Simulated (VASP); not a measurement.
```xyz
4
Lattice="3.5700 0.0000 0.0000 0.0000 3.5700 0.0000 0.0000 0.0000 3.5700" Properties=species:S:1:pos:R:3 pbc="T T T"
Al     0.0000     0.0000     0.0000
Ni     0.0000     1.7850     1.7850
Ni     1.7850     0.0000     1.7850
Ni     1.7850     1.7850     0.0000
```
Starting moments (μB, in the order of the record's atoms Al Ni Ni Ni): 0.0 0.5 0.5 0.5.

Method: PBE GGA + U (Dudarev), VASP's PBE PAW potentials (set 64) (plane waves; VASP). Run with 400 eV cut-off, 8×8×8 Γ-centred mesh, first-order Methfessel-Paxton smearing of 0.10 eV, potentials Al Ni, U − J: Ni 5.00 eV.

Q: Give the stress tensor in GPa (positive for a compressed cell).

A: 
```
-8.33   0.00   0.00
 0.00  -8.33   0.00
 0.00   0.00  -8.33
```
The pressure is its mean diagonal, -8.33 GPa.

The compound is Ni3Al in the L1_2 structure. The cell was not relaxed at this level. The run is one of a series of settings (LDAU = .TRUE., LDAUJ = 0 0, LDAUL = -1 2, LDAUTYPE = 2, LDAUU = 0 5.0, LMAXMIX = 2 against the base run), some of them coarse on purpose.
